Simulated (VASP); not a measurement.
OSZICAR of a VASP run on NiSbS (sg198):

File OSZICAR:
```
       N       E                     dE             d eps       ncg     rms          rms(c)
DAV:   1     0.480803076022E+03    0.48080E+03   -0.29823E+04  2400   0.142E+03
DAV:   2    -0.120953393075E+03   -0.60176E+03   -0.58604E+03  2480   0.361E+02
DAV:   3    -0.198673390996E+03   -0.77720E+02   -0.74869E+02  2968   0.140E+02
DAV:   4    -0.203698675326E+03   -0.50253E+01   -0.49616E+01  2868   0.357E+01
DAV:   5    -0.203926599266E+03   -0.22792E+00   -0.22720E+00  3340   0.760E+00    0.275E+01
DAV:   6    -0.206808041177E+03   -0.28814E+01   -0.14260E+02  3020   0.150E+02    0.416E+01
DAV:   7    -0.187184708782E+03    0.19623E+02   -0.36180E+01  2948   0.103E+02    0.135E+01
DAV:   8    -0.187064711558E+03    0.12000E+00   -0.18417E+01  3564   0.410E+01    0.851E+00
DAV:   9    -0.186315304845E+03    0.74941E+00   -0.31480E+00  3352   0.170E+01    0.272E+00
DAV:  10    -0.186828988738E+03   -0.51368E+00   -0.31989E-01  2622   0.288E+00    0.180E+00
DAV:  11    -0.186823330926E+03    0.56578E-02   -0.72820E-02  3552   0.237E+00    0.850E-01
DAV:  12    -0.186866125458E+03   -0.42795E-01   -0.20199E-01  2846   0.245E+00    0.416E-01
DAV:  13    -0.186897106149E+03   -0.30981E-01   -0.34946E-02  2752   0.125E+00    0.165E-01
DAV:  14    -0.186895040989E+03    0.20652E-02   -0.78158E-03  2572   0.382E-01    0.134E-01
DAV:  15    -0.186897120354E+03   -0.20794E-02   -0.42334E-03  2476   0.318E-01    0.241E-02
DAV:  16    -0.186897431805E+03   -0.31145E-03   -0.35623E-04  2560   0.132E-01    0.184E-02
DAV:  17    -0.186897479556E+03   -0.47750E-04   -0.30950E-05  2972   0.541E-02    0.126E-02
DAV:  18    -0.186897476150E+03    0.34057E-05   -0.24677E-06  2898   0.747E-03    0.838E-03
DAV:  19    -0.186897472298E+03    0.38519E-05   -0.72335E-06  2504   0.179E-02    0.265E-03
DAV:  20    -0.186897473963E+03   -0.16655E-05   -0.13052E-06  2536   0.652E-03    0.149E-03
DAV:  21    -0.186897475372E+03   -0.14083E-05   -0.73959E-08  1364   0.174E-03    0.122E-03
DAV:  22    -0.186897475163E+03    0.20929E-06   -0.22677E-08  1304   0.150E-03    0.571E-04
DAV:  23    -0.186897475789E+03   -0.62678E-06   -0.23050E-08  1296   0.118E-03    0.322E-04
DAV:  24    -0.186897475438E+03    0.35098E-06   -0.57117E-09  1286   0.605E-04    0.210E-04
DAV:  25    -0.186897475413E+03    0.24985E-07   -0.13378E-09  1282   0.219E-04
   1 F= -.18689748E+03 E0= -.18689748E+03  d E =0.000000E+00
       N       E                     dE             ncg
       N       E                     dE             ncg
       N       E                     dE             ncg
```

### Question
Which electronic solver shows in the log?

### Answer
It is blocked Davidson (ALGO = Normal, or the opening steps of other solvers). The INCAR had ALGO = Normal.

### Question
How was spin treated?

### Answer
Without spin polarisation: there is no mag entry.

### Question
Can the final energy be trusted as converged?

### Answer
The calculation finished and met its thresholds. It stopped with EDIFF = 1E-7, NELM = 100 (r2SCAN meta-GGA, plane waves, VASP's PBE PAW potentials (set 64)).

The compound is NiSbS in the sg198 structure. It was relaxed first. The run is not spin-polarised, so no magnetic state was tried.
